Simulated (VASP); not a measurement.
Data:

```yaml
crystal:
  lattice:
    - [1.90394, -5.03124, 0.00000]
    - [1.90394, 5.03124, 0.00000]
    - [0.00000, 0.00000, 3.75214]
  atoms:
    - { symbol: P, position: [0.56400, 0.43600, 0.25000] }
    - { symbol: P, position: [0.43600, 0.56400, 0.75000] }
    - { symbol: Cu, position: [0.85475, 0.14525, 0.25000] }
    - { symbol: Cu, position: [0.14525, 0.85475, 0.75000] }
```

Computed with PBE GGA, VASP's PBE PAW potentials (set 64) (plane waves; VASP). Numerical set-up: 400 eV cut-off, 6×6×5 Γ-centred mesh, Gaussian smearing of 0.050 eV, potentials P Cu.

Question: Which forces act on the atoms, in eV/Å?

Answer: 
| atom | Fx | Fy | Fz |
|---|---|---|---|
| P1 | 0.000 | -1.129 | 0.000 |
| P2 | 0.000 | 1.129 | 0.000 |
| Cu3 | 0.000 | 0.121 | 0.000 |
| Cu4 | 0.000 | -0.121 | 0.000 |

Question: Give the stress tensor in GPa (positive for a compressed cell).

Answer: 
```
 -9.30    0.00    0.00
  0.00  -10.02    0.00
  0.00    0.00   -9.63
```
The pressure is its mean diagonal, -9.65 GPa.

The structure was generated: CuP was put into the CrB type (Cmcm), which need not be its known phase. The cell was not relaxed at this level. The k-mesh is coarse (spacing up to 0.33 per Å, 2π included), so the numbers may not be converged in it.
